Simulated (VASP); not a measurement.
# Quasiparticle energies of LiH in VASP

Wanted: how far GW moves the Kohn-Sham levels of LiH. The cell is of the rock-salt type, one of the forms listed for this formula. The start is a cell from a database of measured crystal structures.

Calculated with VASP 6.6.1; PBE; plane waves and PAW (Li_GW, H_GW), in the first sound run; inputs show where later runs differ.

The database entry behind the starting cell differs from later determinations by our own check (the deuteride, about 0.2 % short), so it need not match the best structure at ambient conditions.

**1. The starting structure**

The structure is cubic, space group Fm-3m (No. 225). Conventional cell: a = 4.074 Å, b = 4.074 Å, c = 4.074 Å, α = 90.00°, β = 90.00°, γ = 90.00°. Li has 6 H at 2.04 Å nearest. Nearest to H lie 6 Li at 2.04 Å. Farther neighbours are not listed.

**2. Ground state**

The orbitals come from a self-consistent PBE run with a tight EDIFF and a narrow smearing. KPOINTS_OPT adds the bands along a path, which shows whether the mesh holds the band edges.

Input file INCAR:

```
SYSTEM = LiH
PREC = Accurate
ENCUT = 320
EDIFF = 1E-08
NELM = 100
ISMEAR = 0
SIGMA = 0.01
LREAL = .FALSE.
ALGO = Normal
GGA = PE
NBANDS = 7
LORBIT = 11
LWAVE = .TRUE.
LCHARG = .FALSE.
KPAR = 8
```

Input file POSCAR:

```
LiH
1.0
    0.0000000000      2.0367500000      2.0367500000
    2.0367500000      0.0000000000      2.0367500000
    2.0367500000      2.0367500000      0.0000000000
Li H
1 1
Direct
    0.0000000000      0.0000000000      0.0000000000
    0.5000000000      0.5000000000      0.5000000000
```

Input file KPOINTS:

```
Automatic mesh
0
Gamma
6 6 6
0 0 0
```

Input file KPOINTS_OPT:

```
Line mode
12
Line-mode
Reciprocal
  0.00000000   0.00000000   0.00000000 GAMMA
  0.50000000   0.00000000   0.50000000 X

  0.50000000   0.00000000   0.50000000 X
  0.50000000   0.25000000   0.75000000 W

  0.50000000   0.25000000   0.75000000 W
  0.37500000   0.37500000   0.75000000 K

  0.37500000   0.37500000   0.75000000 K
  0.00000000   0.00000000   0.00000000 GAMMA

  0.00000000   0.00000000   0.00000000 GAMMA
  0.50000000   0.50000000   0.50000000 L

  0.50000000   0.50000000   0.50000000 L
  0.62500000   0.25000000   0.62500000 U

  0.62500000   0.25000000   0.62500000 U
  0.50000000   0.25000000   0.75000000 W

  0.50000000   0.25000000   0.75000000 W
  0.50000000   0.50000000   0.50000000 L

  0.50000000   0.50000000   0.50000000 L
  0.37500000   0.37500000   0.75000000 K

  0.62500000   0.25000000   0.62500000 U
  0.50000000   0.00000000   0.50000000 X
```

The projector-augmented-wave data sets are Li_GW and H_GW (PBE family, release 64).

Run with:

```
mpirun -np 8 vasp_std
```

What it wrote:

```text
[banner, memory and clock lines left out]
running    8 mpi-ranks, on    1 nodes
 distrk:  each k-point on    1 cores,    8 groups
 distr:  one band on    1 cores,    1 groups

 POSCAR found type information on POSCAR LiH
 POSCAR found :  2 types and       2 ions
|                                                                             |
|           W    W    AA    RRRRR   N    N  II  N    N   GGGG   !!!           |
|           W    W   A  A   R    R  NN   N  II  NN   N  G    G  !!!           |
|           W    W  A    A  R    R  N N  N  II  N N  N  G       !!!           |
|           W WW W  AAAAAA  RRRRR   N  N N  II  N  N N  G  GGG   !            |
|           WW  WW  A    A  R   R   N   NN  II  N   NN  G    G                |
|           W    W  A    A  R    R  N    N  II  N    N   GGGG   !!!           |
|                                                                             |
|     For optimal performance we recommend to set                             |
|       NCORE = 2 up to number-of-cores-per-socket                            |
|     NCORE specifies how many cores store one orbital (NPAR=cpu/NCORE).      |
|     This setting can greatly improve the performance of VASP for DFT.       |
|     The default, NCORE=1 might be grossly inefficient on modern             |
|     multi-core architectures or massively parallel machines. Do your        |
|     Unfortunately you need to use the default for GW and RPA                |
|     calculations (for HF NCORE is supported but not extensively tested      |
|     yet).                                                                   |
|                                                                             |

 LDA part: xc-table for (Slater+PW92), standard interpolation
 POSCAR, INCAR and KPOINTS ok, starting setup
 FFT: planning ... GRIDC
 FFT: planning ... GRID_SOFT
 FFT: planning ... GRID
 WAVECAR not read
 entering main loop
       N       E                     dE             d eps       ncg     rms          rms(c)
DAV:   1    -0.547240107865E+01   -0.54724E+01   -0.95368E+02   231   0.158E+02
DAV:   2    -0.628937291716E+01   -0.81697E+00   -0.81697E+00   343   0.152E+01
DAV:   3    -0.629183682982E+01   -0.24639E-02   -0.24639E-02   245   0.842E-01
DAV:   4    -0.629184038206E+01   -0.35522E-05   -0.35522E-05   364   0.270E-02
DAV:   5    -0.629184038217E+01   -0.11492E-09   -0.11493E-09   231   0.167E-04    0.275E+00
DAV:   6    -0.614086929114E+01    0.15097E+00   -0.12860E-01   245   0.113E+00    0.144E+00
DAV:   7    -0.608980840028E+01    0.51061E-01   -0.16618E-01   224   0.145E+00    0.243E-01
DAV:   8    -0.609127682930E+01   -0.14684E-02   -0.29595E-03   252   0.288E-01    0.331E-02
DAV:   9    -0.609124535400E+01    0.31475E-04   -0.76284E-05   266   0.292E-02    0.426E-03
DAV:  10    -0.609124229499E+01    0.30590E-05   -0.39422E-06   266   0.120E-02    0.226E-03
DAV:  11    -0.609124202189E+01    0.27310E-06   -0.19362E-07   308   0.137E-03    0.573E-04
DAV:  12    -0.609124202070E+01    0.11892E-08   -0.10543E-08   259   0.388E-04
   1 F= -.60912420E+01 E0= -.60912420E+01  d E =-.152153E-45
 Start KPOINTS_OPT (optional k-point list driver)
k-point batch [1-16\120]
       N       E                     dE             ncg
DAV:   1    -0.150667286765E+03   -0.10285E+04      224
DAV:   2    -0.165109473083E+03   -0.14442E+02      315
DAV:   3    -0.165314150029E+03   -0.20468E+00      308
DAV:   4    -0.165314176761E+03   -0.26732E-04      371
DAV:   5    -0.165314176762E+03   -0.85629E-09      322
[...]
k-point batch [113-120\120]
       N       E                     dE             ncg
DAV:   1     0.651621089771E+03   -0.70744E+03      119
DAV:   2     0.638566755166E+03   -0.13054E+02      154
DAV:   3     0.638467863548E+03   -0.98892E-01      175
DAV:   4     0.638467738636E+03   -0.12491E-03      168
DAV:   5     0.638467738636E+03   -0.43087E-09      168
 writing wavefunctions
```

It took 3.2 s on 8 MPI ranks of AMD EPYC 7R43, shared host; peak memory 0.69 GiB.

Lines that name or quote the potential files are left out of all logs, and their timing lines are given in words.

From OUTCAR (step 2):

```text
ion  position               nearest neighbor table
   1  0.000  0.000  0.000-   2 2.04   2 2.04   2 2.04   2 2.04   2 2.04   2 2.04
   2  0.500  0.500  0.500-   1 2.04   1 2.04   1 2.04   1 2.04   1 2.04   1 2.04

  LATTYP: Found a face centered cubic cell.
 ALAT       =     4.0735000000

 Subroutine GETGRP returns: Found 48 space group operations
 (whereof 48 operations were pure point group operations)

The static configuration has the point symmetry O_h .

 Found     16 irreducible k-points:

   k-points           NKPTS =     16   k-points in BZ     NKDIM =     16   number of bands    NBANDS=      7

   dimension x,y,z NGX =    18 NGY =   18 NGZ =   18
   dimension x,y,z NGXF=    36 NGYF=   36 NGZF=   36

   ENCUT  =  320.0 eV  23.52 Ry    4.85 a.u.   4.20  4.20  4.20*2*pi/ulx,y,z

   NELECT =       2.0000    total number of electrons

 k-points in reciprocal lattice and weights: Automatic mesh
   0.00000000  0.00000000  0.00000000       0.005
   0.16666667  0.00000000  0.00000000       0.037
   0.33333333  0.00000000  0.00000000       0.037
   0.50000000  0.00000000  0.00000000       0.019
   0.16666667  0.16666667  0.00000000       0.028
   0.33333333  0.16666667  0.00000000       0.111
   0.50000000  0.16666667  0.00000000       0.111
  -0.33333333  0.16666667  0.00000000       0.111
  -0.16666667  0.16666667  0.00000000       0.056
[...]
-0.33333333  0.33333333  0.16666667       0.111
  -0.33333333  0.50000000  0.16666667       0.056

 average (electrostatic) potential at core
       1  -6.4595       2 -34.2270

 E-fermi :  -2.6280

 k-point     1 :       0.0000    0.0000    0.0000
  band No.  band energies     occupation
      1      -8.0195      2.00000
      2      12.8016      0.00000
      3      14.6588      0.00000
      4      14.6588      0.00000
      5      14.6588      0.00000
      6      19.2937      0.00000
    ...

 k-point     2 :       0.1667    0.0000    0.0000
  band No.  band energies     occupation
      1      -7.5303      2.00000
      2       9.3981      0.00000
      3      12.8457      0.00000
      4      13.8735      0.00000
      5      13.8735      0.00000
      6      19.2056      0.00000
    ...

 k-point     3 :       0.3333    0.0000    0.0000
  band No.  band energies     occupation
      1      -6.2356      2.00000
      2       4.3790      0.00000
      3      11.1934      0.00000
      4      13.2713      0.00000
      5      13.2713      0.00000
      6      17.3164      0.00000
    ...

  Total       -0.3508923     -0.3508923     -0.3508923      0.0000000      0.0000000      0.0000000
  in kB      -33.2691118    -33.2691118    -33.2691118      0.0000000      0.0000000      0.0000000
  external PRESSURE =     -33.2691118 kB  Pullay stress =       0.0000000 kB

  energy-cutoff  :      320.00
  volume of cell :       16.90
      direct lattice vectors                 reciprocal lattice vectors
     0.000000000  2.036750000  2.036750000    -0.245489137  0.245489137  0.245489137
     2.036750000  0.000000000  2.036750000     0.245489137 -0.245489137  0.245489137
     2.036750000  2.036750000  0.000000000     0.245489137  0.245489137 -0.245489137

 POSITION                                       TOTAL-FORCE (eV/Angst)
 -----------------------------------------------------------------------------------
      0.00000      0.00000      0.00000         0.000000      0.000000      0.000000
      2.03675      2.03675      2.03675        -0.000000     -0.000000     -0.000000
 -----------------------------------------------------------------------------------
    total drift:                               -0.000000     -0.000000     -0.000000

  FREE ENERGIE OF THE ION-ELECTRON SYSTEM (eV)
  ---------------------------------------------------
  free  energy   TOTEN  =        -6.0912420207 eV

  energy  without entropy=       -6.0912420207  energy(sigma->0) =       -6.09124202

 total charge
# of ion       s       p       d       tot
------------------------------------------
    1        0.117   0.220   0.033   0.371
    2        0.557   0.002   0.000   0.559
--------------------------------------------------
tot          0.674   0.222   0.033   0.930

[... 3 further parts left out ...]
```

This step gave:

* free energy (TOTEN): -6.091 eV
* Fermi energy: -2.628 eV
* pressure: -3.327 GPa
* least gap on mesh and path: 2.989 eV
* least direct gap on mesh and path: 2.989 eV

The highest empty bands on the path are converged less tightly, to about 0.1 eV. Electronic bands along the path, in eV, zero at the valence-band top; v1 is the highest filled band, c1 the lowest empty one:

```
          point     v1     c1     c2
              Γ  -5.29  15.53  17.38
0.45 of the way  -4.04  10.92  13.11
              X   0.00   2.99  10.57
0.55 of the way  -0.11   3.65   7.62
              W  -0.20   5.20   5.20
0.55 of the way  -0.38   4.33   6.70
              K  -0.47   4.10   7.38
0.55 of the way  -3.96  10.31  10.61
              Γ  -5.29  15.53  17.38
0.55 of the way  -4.04   8.76  14.43
              L  -2.50   4.76  13.30
0.45 of the way  -1.94   4.89   9.91
              U  -0.47   4.10   7.38
0.45 of the way  -0.38   4.33   6.70
              W  -0.20   5.20   5.20
0.55 of the way  -1.76   4.94   9.17
              L  -2.50   4.76  13.30
0.55 of the way  -1.71   4.91   9.05
              K  -0.47   4.10   7.38
      jump to U  -0.47   4.10   7.38
0.55 of the way  -0.06   3.22   9.12
              X   0.00   2.99  10.57
```

Of the projections kept (Li, H), the largest for each band there; the rest of the weight can lie on other orbitals:

```
point       v1       c1       c2
    Γ  Li 0.51   H 0.69  Li 0.96
    X   H 0.78  Li 0.95  Li 0.95
    W   H 0.76  Li 0.96  Li 0.96
    K   H 0.73  Li 0.95  Li 0.89
    Γ  Li 0.51   H 0.69  Li 0.96
    L   H 0.58  Li 0.94   H 0.54
```

The electronic bands as a text plot (rows in eV, shown from -5.3 to 5.2 only):

```
    5.0 |            ++                  + +++    ++++++ ++++
    4.5 |       +      +                  +   +  +      +    +
    4.1 |               ++                     ++
    3.7 |           +                                         +
    3.2 |         ++                                           ++
    2.8 |        +
    2.4 |
    1.9 |
    1.5 |
    1.0 |
    0.6 |
    0.2 |        **                                             *
   -0.3 |          *******                     ****           **
   -0.7 |                                     *    *         *
   -1.1 |       *                                   *       *
   -1.6 |                 *                  *       *     *
   -2.0 |      *           *                *         *   *
   -2.5 |                                ***           ***
   -2.9 |     *             *           *
   -3.3 |    *               *
   -3.8 |                     *        *
   -4.2 |                             *
   -4.6 |  **                  *     *
   -5.1 |**                     *****
         Γ       X    W  K        Γ      L     U  W     L   K|U X
```

The cell has a gap of 2.99 eV on mesh and path and a pressure of -3.3 GPa, which holds the misfit of the given cell and coordinates with this functional, and any error of cutoff, mesh and data sets.

**3. Empty bands, functional PBE**

The next step needs empty bands that the ground-state run didn't converge, so the Hamiltonian is diagonalised exactly for NBANDS bands, in a single step. LOPTICS writes the k-derivatives of the orbitals (WAVEDER), which give the long-wavelength limit of the screening.

Input file INCAR:

```
SYSTEM = LiH
PREC = Accurate
ENCUT = 320
ISMEAR = 0
SIGMA = 0.01
LREAL = .FALSE.
GGA = PE
NBANDS = 112
ALGO = Exact
NELM = 1
LWAVE = .TRUE.
LCHARG = .FALSE.
LOPTICS = .TRUE.
NEDOS = 1000
CSHIFT = 0.1
```

POSCAR is that of step 2.

KPOINTS is that of step 2.

Run with:

```
mpirun -np 8 vasp_std
```

What it wrote:

```text
[banner, memory and clock lines left out]
running    8 mpi-ranks, on    1 nodes
 distrk:  each k-point on    8 cores,    1 groups
 distr:  one band on    1 cores,    8 groups

 POSCAR found type information on POSCAR LiH
 POSCAR found :  2 types and       2 ions
 [... a notice as in an earlier step ...]

 LDA part: xc-table for (Slater+PW92), standard interpolation
 found WAVECAR, reading the header
  number of bands has changed, file:     7 present:   112
  trying to continue reading WAVECAR, but it might fail
 POSCAR, INCAR and KPOINTS ok, starting setup
 FFT: planning ... GRIDC
 FFT: planning ... GRID_SOFT
 FFT: planning ... GRID
 reading WAVECAR
 random initialization beyond band            7
 the WAVECAR file was read successfully
 initial charge from wavefunction
 entering main loop
       N       E                     dE             d eps       ncg     rms          rms(c)
DIA:   1    -0.609124204019E+01   -0.60912E+01    0.00000E+00     0   0.000E+00
   1 F= -.60912420E+01 E0= -.60912420E+01  d E =-.619540E-95
 writing wavefunctions
 optical routines
 imaginary and real dielectric function
 recalculating local potential from charge density
 direction            1
 direction            2
 direction            3
```

It took 2.6 s on 8 MPI ranks; peak memory 0.65 GiB.

OUTCAR, selected parts (step 3):

```text
The static configuration has the point symmetry O_h .

 Found     16 irreducible k-points:

   k-points           NKPTS =     16   k-points in BZ     NKDIM =     16   number of bands    NBANDS=    112

   NELECT =       2.0000    total number of electrons

 E-fermi :  -2.5812

 k-point     1 :       0.0000    0.0000    0.0000
  band No.  band energies     occupation
      1      -8.0195      2.00000
      2      12.8017      0.00000
      3      14.6588      0.00000
      4      14.6588      0.00000
      5      14.6588      0.00000
      6      19.2937      0.00000
    ...

 k-point     2 :       0.1667    0.0000    0.0000
  band No.  band energies     occupation
      1      -7.5303      2.00000
      2       9.3981      0.00000
      3      12.8458      0.00000
      4      13.8735      0.00000
      5      13.8735      0.00000
      6      19.2056      0.00000
    ...

  Total       -0.3508749     -0.3508749     -0.3508749      0.0000000      0.0000000     -0.0000000
  in kB      -33.2674623    -33.2674623    -33.2674623      0.0000000      0.0000000     -0.0000000
  external PRESSURE =     -33.2674623 kB  Pullay stress =       0.0000000 kB

 POSITION                                       TOTAL-FORCE (eV/Angst)
 -----------------------------------------------------------------------------------
      0.00000      0.00000      0.00000         0.000000     -0.000000     -0.000000
      2.03675      2.03675      2.03675        -0.000000      0.000000      0.000000
 -----------------------------------------------------------------------------------
    total drift:                               -0.000000     -0.000000     -0.000000

  FREE ENERGIE OF THE ION-ELECTRON SYSTEM (eV)
  ---------------------------------------------------
  free  energy   TOTEN  =        -6.0912420402 eV

  energy  without entropy=       -6.0912420402  energy(sigma->0) =       -6.09124204

 plasma frequency squared (from intraband transitions) (eV^2)
  --------------------------------------------------------------------------------------
       0.000      -0.000       0.000
      -0.000       0.000      -0.000
       0.000      -0.000       0.000

[... 9 parts as in an earlier step ...]

[... 3 further parts left out ...]
```

The gap is read on the k-mesh alone, so it is an upper bound where the band edges lie off the mesh.

A gap read on the k-mesh alone can miss the band edges.

This step gave:

* gap on the k-mesh: 2.989 eV
* least direct gap on the k-mesh: 2.989 eV

WAVECAR now holds 112 bands for 2 electrons. Its independent-particle dielectric tensor has xx, yy, zz = 4.6, 4.6, 4.6 on this mesh, which isn't tested for convergence in mesh or bands and lacks local fields.

(Continued in part 2 of 4.)

[Lines on the potential files, build, host, timing and source positions are cut from VASP's logs without a mark.]

[Logs are printed without paths, hosts, clocks, repeated set-up lines and the standing remarks that a program may print on its own settings, such as how far it seeks lower states.]

[Hosts, paths, dates, database ids (printed as entryN), source tags and the programs' standing remarks are cut or masked in the printed files.]

[Pressures printed for these runs are not shown converged in the cutoff: they can be off by several GPa and have the wrong sign.]
